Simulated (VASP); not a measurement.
# MgSnO2 (Cmmm) in VASP: relaxation of cell and atoms with PBE

Aim: the relaxation of cell and atoms of MgSnO2 with PBE.

Everything below comes from runs of VASP 6.6.1. Logs are shortened: lines on timing, memory, paths and dates and some standing lists are left out, and cuts for length are marked.

### Step 1. Starting point

It takes space group Cmmm (No. 65, orthorhombic). Conventional cell: a = 5.384 Å, b = 6.034 Å, c = 3.969 Å, α = 90.00°, β = 90.00°, γ = 90.00°. Mg (site symmetry mmm) is surrounded by 2 O at 1.62 Å. Around Sn (site symmetry mmm) lie 4 O at 2.42 Å. Around O (site symmetry m2m) lie 1 Mg at 1.62 Å.

The cell was built by a generator and needn't be a form met in nature.

### Step 2. Relaxation of cell and atoms, PBE

Input file INCAR:

```
SYSTEM = MgSnO2
ALGO = Fast
EDIFF = 1E-4
EDIFFG = -0.08
ENCUT = 520
GGA = PE
IBRION = 2
ISIF = 3
ISMEAR = 0
LASPH = .True.
LCHARG = .False.
LREAL = .False.
LWAVE = .False.
NELM = 60
NSW = 24
PREC = Normal
SIGMA = 0.15
```

Input file KPOINTS:

```
k-points
0
Gamma
  4 4 4
  0 0 0
```

Input file POSCAR:

```
MgSnO2
1.0
    2.6920104500     -3.0169395900      0.0000000000
    2.6920104500      3.0169395900      0.0000000000
    0.0000000000      0.0000000000      3.9687708600
Mg Sn O
1 1 2
Direct
    0.5000000000      0.5000000000      0.0000000000
    0.0000000000      0.0000000000      0.5000000000
    0.7692432700      0.2307567300      0.0000000000
    0.2307567300      0.7692432700      0.0000000000
```

Potentials or basis: VASP PAW PBE potentials, release 64 (Mg, Sn_d, O).

Run with:

```sh
$ cat potpaw_PBE.64/Mg/POTCAR potpaw_PBE.64/Sn_d/POTCAR potpaw_PBE.64/O/POTCAR > POTCAR
$ mpirun -np 1 vasp_std > vasp.out
```

OUTCAR:

```text
SYSTEM = MgSnO2
   EDIFF = 1E-4
   EDIFFG = -0.08
   ENCUT = 520
   GGA = PE
   IBRION = 2
   ISIF = 3
   ISMEAR = 0
   LASPH = .True.
   LREAL = .False.
   NELM = 60
   NSW = 24
   PREC = Normal

 ion  position               nearest neighbor table
   1  0.500  0.500  0.000-   3 1.62   4 1.62   2 3.34   2 3.34   2 3.34   2 3.34   2 3.61   2 3.61
                             2 3.61   2 3.61
   2  0.000  0.000  0.500-   3 2.42   4 2.42   3 2.42   4 2.42   1 3.34   1 3.34   1 3.34   1 3.34
                             1 3.61   1 3.61   1 3.61   1 3.61
   3  0.769  0.231  0.000-   1 1.62   2 2.42   2 2.42
   4  0.231  0.769  0.000-   1 1.62   2 2.42   2 2.42

  LATTYP: Found a base centered orthorhombic cell.
 ALAT       =     5.3840209000
 B/A-ratio  =     1.1207012922
 C/A-ratio  =     0.7371388287

  Lattice vectors:

 A1 = (   2.6920104500,  -3.0169395900,   0.0000000000)
 A2 = (   2.6920104500,   3.0169395900,   0.0000000000)
 A3 = (   0.0000000000,   0.0000000000,   3.9687708600)

Analysis of symmetry for initial positions (statically):
=====================================================================
 Subroutine PRICEL returns:
 Original cell was already a primitive cell.

 Routine SETGRP: Setting up the symmetry group for a
 base centered orthorhombic supercell.

 Subroutine GETGRP returns: Found  8 space group operations
 (whereof  8 operations were pure point group operations)
 out of a pool of  8 trial point group operations.

The static configuration has the point symmetry D_2h.

Analysis of symmetry for dynamics (positions and initial velocities):
=====================================================================
 Subroutine PRICEL returns:
 Original cell was already a primitive cell.

 Routine SETGRP: Setting up the symmetry group for a
 base centered orthorhombic supercell.

 Subroutine GETGRP returns: Found  8 space group operations
 (whereof  8 operations were pure point group operations)
 out of a pool of  8 trial point group operations.

The dynamic configuration has the point symmetry D_2h.

 Subroutine INISYM returns: Found  8 space group operations
 (whereof  8 operations are pure point group operations),
 and found     1 'primitive' translations

----------------------------------------------------------------------------------------

                                     Primitive cell

  volume of cell :      64.4658

  direct lattice vectors                    reciprocal lattice vectors
     2.692010450 -3.016939590  0.000000000     0.185734792 -0.165730862  0.000000000
     2.692010450  3.016939590  0.000000000     0.185734792  0.165730862  0.000000000
     0.000000000  0.000000000  3.968770860     0.000000000  0.000000000  0.251967180

  length of vectors
     4.043370469  4.043370469  3.968770860     0.248925956  0.248925956  0.251967180

  position of ions in fractional coordinates (direct lattice)
     0.500000000  0.500000000  0.000000000
     0.000000000  0.000000000  0.500000000
     0.769243270  0.230756730  0.000000000
     0.230756730  0.769243270  0.000000000

  ion indices of the primitive-cell ions
   primitive index   ion index
                 1           1
                 2           2
                 3           3
                 4           4

----------------------------------------------------------------------------------------

 KPOINTS: k-points

Automatic generation of k-mesh.
 Grid dimensions read from file:
 generate k-points for:    4    4    4

 Generating k-lattice:

  Cartesian coordinates                     Fractional coordinates (reciprocal lattice)
     0.046433698 -0.041432716  0.000000000     0.250000000  0.000000000  0.000000000
     0.046433698  0.041432716  0.000000000     0.000000000  0.250000000  0.000000000
     0.000000000  0.000000000  0.062991795     0.000000000  0.000000000  0.250000000

  Length of vectors
     0.062231489  0.062231489  0.062991795

  Shift w.r.t. Gamma in fractional coordinates (k-lattice)
     0.000000000  0.000000000  0.000000000

 Subroutine IBZKPT returns following result:
 ===========================================

 Found     21 irreducible k-points:

 Following reciprocal coordinates:
            Coordinates               Weight
  0.000000  0.000000  0.000000      1.000000
  0.250000 -0.000000  0.000000      4.000000
  0.500000 -0.000000  0.000000      2.000000
  0.250000  0.250000  0.000000      2.000000
  0.500000  0.250000  0.000000      4.000000
 -0.250000  0.250000  0.000000      2.000000
[... 13 lines left out ...]
 -0.250000  0.250000  0.500000      2.000000
  0.500000  0.500000  0.500000      1.000000
   k-points           NKPTS =     21   k-points in BZ     NKDIM =     21   number of bands    NBANDS=     18
   number of dos      NEDOS =    301   number of ions     NIONS =      4
   total plane-waves  NPLWV =  13824
   dimension x,y,z NGX =    24 NGY =   24 NGZ =   24
   dimension x,y,z NGXF=    48 NGYF=   48 NGZF=   48
   ions per type =               1   1   2
   NGX,Y,Z   is equivalent  to a cutoff of   9.87,  9.87, 10.05 a.u.
   NGXF,Y,Z  is equivalent  to a cutoff of  19.74, 19.74, 20.11 a.u.
 SYSTEM =  MgSnO2
   PREC   = normal    normal or accurate (medium, high low for compatibility)
   ISTART =      0    job   : 0-new  1-cont  2-samecut
   ICHARG =      2    charge: 1-file 2-atom 10-const
   ISPIN  =      1    spin polarized calculation?
   LNONCOLLINEAR =      F non collinear calculations
   LSORBIT =      F    spin-orbit coupling
   LASPH  =      T    aspherical Exc in radial PAW
   ENCUT  =  520.0 eV  38.22 Ry    6.18 a.u.   7.52  7.52  7.38*2*pi/ulx,y,z
   NELM   =     60;   NELMIN=  2; NELMDL= -5     # of ELM steps
   EDIFF  = 0.1E-03   stopping-criterion for ELM
   LREAL  =      F    real-space projection
   EDIFFG = -.8E-01   stopping-criterion for IOM
   NSW    =     24    number of steps for IOM
   IBRION =      2    ionic relax: 0-MD 1-quasi-New 2-CG
   NFREE  =      1    steps in history (QN), initial steepest desc. (CG)
   ISIF   =      3    stress and relaxation
   ISYM   =      2    0-nonsym 1-usesym 2-fastsym
   POTIM  = 0.5000    time-step for ionic-motion
   TEBEG  =    0.0;   TEEND  =   0.0 temperature during run
   PSTRESS=    0.0 pullay stress
   NELECT =      28.0000    total number of electrons
   NUPDOWN=      -1.0000    fix difference up-down
   EMIN   =  10.00;   EMAX   =-10.00  energy-range for DOS
   EFERMI =   0.00;   METHOD = LEGACY
   ISMEAR =     0;   SIGMA  =   0.15  broadening in eV -4-tet -1-fermi 0-gaus
   EFERMI_NEDOS =   21; number of points for ismear=-14 and -15
   IALGO  =     68    algorithm
   IMIX   =      4    mixing-type and parameters
     AMIX     =   0.40;   BMIX     =  1.00
     AMIX_MAG =   1.60;   BMIX_MAG =  1.00
  volume/ion in A,a.u.               =      16.12       108.76
  Fermi-wavevector in a.u.,A,eV,Ry     =   1.239798  2.342879 20.913514  1.537100
  Thomas-Fermi vector in A             =   2.374266
   LORBIT       =      0    0 simple, 1 ext, 2 COOP (PROOUT), +10 PAW based schemes
   GGA     = PE    functional components
   LHFCALC =     F    Hartree Fock is set to
   AEXX    =    0.0000 exact exchange contribution
   IVDW    =     0    specifies the selected vdW correction
   LEPSILON=     F    determine dielectric tensor
   LRPA    =     F    only Hartree local field effects (RPA)
 conjugate gradient relaxation of ions
 non-spin polarized calculation
 RMM-DIIS sequential band-by-band and
 Gauss-broadening in eV      SIGMA  =   0.15
  energy-cutoff  :      520.00
  volume of cell :       64.47
 maximum number of plane-waves:      1771
   NGX = 15   NGY = 15   NGZ = 15

--------------------------------------- Ionic step        1  -------------------------------------------

 number of electron      27.9999988 magnetization

 Free energy of the ion-electron system (eV)
  ---------------------------------------------------
  ext. energy  EPLUGINS =         0.00000000
  ---------------------------------------------------
  free energy    TOTEN  =       -17.41502452 eV

  energy without entropy =      -17.40196460  energy(sigma->0) =      -17.40849456

------------------------ aborting loop because EDIFF is reached ----------------------------------------

  FORCE on cell =-STRESS in cart. coord.  units (eV):
  Direction    XX          YY          ZZ          XY          YZ          ZX
  --------------------------------------------------------------------------------------
  -------------------------------------------------------------------------------------
  Total        4.1916909     22.6200133     -5.1156294      0.0000000      0.0000000      0.0000000
  in kB      104.1766674    562.1782794   -127.1394350      0.0000000      0.0000000      0.0000000
  external PRESSURE =     179.7385039 kB  Pullay stress =       0.0000000 kB
[... 95 lines left out ...]
  FREE ENERGIE OF THE ION-ELECTRON SYSTEM (eV)
  ---------------------------------------------------
  free  energy   TOTEN  =       -19.1336549468 eV

  energy  without entropy=      -19.1213362426  energy(sigma->0) =      -19.12749559

 E-fermi :   3.9434     XC(G=0):  -9.4280

 val. band max:        3.9000097392   @ k =  -0.2500   0.2500   0.5000
 cond. band min:       3.9452723687   @ k =   0.5000  -0.0000   0.0000
 fundamental gap:      0.0452626295
 Fermi energy:         3.9433743326

 k-point     1 :       0.0000    0.0000    0.0000
  band No.  band energies     occupation
      1     -17.5097      2.00000
      2     -17.4698      2.00000
      3     -17.3644      2.00000
      4     -17.3453      2.00000
      5     -17.3052      2.00000
      6     -13.6857      2.00000
[... 10 lines left out ...]
     17       8.1550      0.00000
     18      10.8123      0.00000
[... 403 lines left out ...]
      2     -17.4501      2.00000
      3     -17.4335      2.00000
      4     -17.3801      2.00000
      5     -17.2628      2.00000
      6     -13.0636      2.00000
[... 10 lines left out ...]
     17       8.0668      0.00000
     18       9.0343      0.00000

[... ionic steps 4 to 12 ...]

--------------------------------------- Ionic step       13  -------------------------------------------

 number of electron      28.0000000 magnetization

------------------------ aborting loop because EDIFF is reached ----------------------------------------

  FORCE on cell =-STRESS in cart. coord.  units (eV):
  Direction    XX          YY          ZZ          XY          YZ          ZX
  --------------------------------------------------------------------------------------
  -------------------------------------------------------------------------------------
  Total        0.4877476     -0.0639633      0.5885874     -0.0000000      0.0000000      0.0000000
  in kB       11.8223543     -1.5503848     14.2665783     -0.0000000      0.0000000      0.0000000
  external PRESSURE =       8.1795160 kB  Pullay stress =       0.0000000 kB
[... 61 lines left out ...]
  energy  without entropy=      -19.5263480582  energy(sigma->0) =      -19.53855102

--------------------------------------- Ionic step       15  -------------------------------------------

 number of electron      27.9999916 magnetization

 Free energy of the ion-electron system (eV)
  ---------------------------------------------------
  ext. energy  EPLUGINS =         0.00000000
  ---------------------------------------------------
  free energy    TOTEN  =       -19.55891112 eV

  energy without entropy =      -19.53765006  energy(sigma->0) =      -19.54828059

 E-fermi :   4.5844     XC(G=0):  -9.5215

 val. band max:        4.5282618649   @ k =   0.5000  -0.0000   0.2500
 cond. band min:       4.6487964014   @ k =   0.5000  -0.0000   0.2500
 fundamental gap:      0.1205345365
 Fermi energy:         4.5843766828

 k-point     1 :       0.0000    0.0000    0.0000
  band No.  band energies     occupation
      1     -17.2072      2.00000
      2     -16.9820      2.00000
      3     -16.9093      2.00000
      4     -16.8972      2.00000
      5     -16.8825      2.00000
      6     -13.9618      2.00000
[... 10 lines left out ...]
     17       9.2234      0.00000
     18      12.9355      0.00000
[... 449 lines left out ...]
  FREE ENERGIE OF THE ION-ELECTRON SYSTEM (eV)
  ---------------------------------------------------
  free  energy   TOTEN  =       -19.5589111222 eV

  energy  without entropy=      -19.5376500596  energy(sigma->0) =      -19.54828059

 reached required accuracy - stopping structural energy minimisation
```

Run time: 48 s. Hardware: 1 thread of Intel Xeon 6975P-C (Granite Rapids), shared host; peak memory 0.16 GiB.

What came out:

```
Free energy                            : -19.5589 eV
Relaxed volume                         : 16.87 Å³/atom
Relaxed cell                           : a = 4.424 Å, b = 4.424 Å, c = 3.465 Å, α = 90.00°, β = 90.00°, γ = 95.57°
Space group after relaxing (to 0.05 Å) : Cmmm (No. 65)
Energy gained by relaxing              : 536.0 meV/atom
Ionic steps                            : 15
Pressure after relaxing                : 0.2 GPa
Largest force after relaxing           : 0.041 eV/Å
Band gap on the k mesh                 : none (metal or under the smearing width)
```

Forces in eV/Å, atoms in the order of the input:
```
Mg   0.000  0.000  0.000
Sn   0.000  0.000  0.000
O    0.000 -0.041  0.000
O    0.000  0.041  0.000
```

Stress tensor (GPa, compression positive):
```
 0.47  0.00  0.00
 0.00 -0.46  0.00
 0.00  0.00  0.72
```

Step by step:
```csv
step,energy change (eV),largest force (eV/Å),pressure (GPa),volume (Å³)
1,0.0000,7.5194,17.97,64.47
2,-0.3924,0.5235,-15.29,80.88
3,-1.7186,0.2380,-7.63,71.23
4,-1.7553,0.0455,-6.53,70.59
5,-1.7764,0.3987,-4.48,69.48
6,-1.7771,0.3411,-5.04,69.61
7,-2.0448,0.1484,0.15,65.51
8,-2.0631,0.3100,1.64,64.37
9,-2.0636,0.3432,2.11,64.12
10,-2.1088,0.3169,0.83,65.17
11,-2.1175,0.2687,-0.64,66.28
12,-2.1193,0.2983,-0.40,66.00
13,-2.1349,0.0734,0.82,66.10
14,-2.1357,0.0074,1.17,66.13
15,-2.1439,0.0414,0.24,67.49
```

Final structure:
```
Mg Sn O
1.0
     2.97240   -3.27622    0.00000
     2.97240    3.27622    0.00000
     0.00000    0.00000    3.46519
Mg Sn O
1 1 2
Direct
  0.50000 0.50000 0.00000
  0.00000 0.00000 0.50000
  0.79356 0.20644 0.00000
  0.20644 0.79356 0.00000
```

Caveat: the k mesh is coarse (spacing up to 0.40 Å⁻¹), so the values aren't converged; the relaxation stopped at a loose force limit of 0.08 eV/Å, so its end isn't a converged minimum.
